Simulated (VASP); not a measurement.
Level of theory: AM05 GGA, VASP's PBE PAW potentials (set 64) (plane waves; VASP 6.6.1).

A VASP calculation is set up with these files.

**INCAR**
```
LEFG = T
LORBIT = 11   ! lm-projected
ALGO = Normal   ! blocked Davidson
GGA = AM
PREC = Accurate
ISIF = 2
LMAXMIX = 6   ! l cut-off of mixed one-centre charges
LWAVE = F
LCHARG = T
NELM = 100
EDIFF = 1E-7   ! SCF stop (eV)
LASPH = T   ! aspherical one-centre terms
ISMEAR = -5
ENCUT = 520   ! plane-wave cut-off (eV)
LREAL = F   ! projection in real space or not
SYSTEM = PtS2
NEDOS = 601
```

**KPOINTS**
```
kpoints
0
Gamma
8 8 4
```

File POSCAR:
```
PtS2
1
    1.7681105559    -3.0624573865     0.0000000000
    1.7681105559     3.0624573865    -0.0000000000
    0.0000000000     0.0000000000     6.5974267899
Pt S
1 2
Direct
  0.0000000000   0.0000000000   0.0000000000
  0.3333330000   0.6666670000   0.1831235782
  0.6666670000   0.3333330000   0.8168764218
```

POTCAR, in this order: Pt S (PBE.64 set). Program: vasp_std.

Without a dispersion term in the relaxation, distances and binding between the weakly bound layers, chains or molecules are unreliable, and so is what depends on them.

### Question
Estimate the energy per atom (σ→0).

### Answer

```yaml
energy per atom (σ→0): -5.419 eV/atom
```

### OSZICAR
```
...
DAV:   9    -0.162553707768E+02    0.45569E-02   -0.15333E-02  1274   0.136E+00    0.238E-01
DAV:  10    -0.162557587305E+02   -0.38795E-03   -0.23112E-03  1302   0.369E-01    0.122E-01
DAV:  11    -0.162557878622E+02   -0.29132E-04   -0.98620E-05  1400   0.973E-02    0.521E-02
DAV:  12    -0.162557960133E+02   -0.81511E-05   -0.17153E-05  1197   0.362E-02    0.232E-02
DAV:  13    -0.162557984066E+02   -0.23933E-05   -0.91479E-06  1381   0.257E-02    0.592E-03
DAV:  14    -0.162557990263E+02   -0.61971E-06   -0.84781E-07  1239   0.714E-03    0.238E-03
DAV:  15    -0.162557990708E+02   -0.44431E-07   -0.38384E-08  1106   0.139E-03
   1 F= -.16255799E+02 E0= -.16255799E+02  d E =0.000000E+00
```

The compound is PtS2 in the 1T layered structure. It was relaxed first, which changed the volume by +31 %.
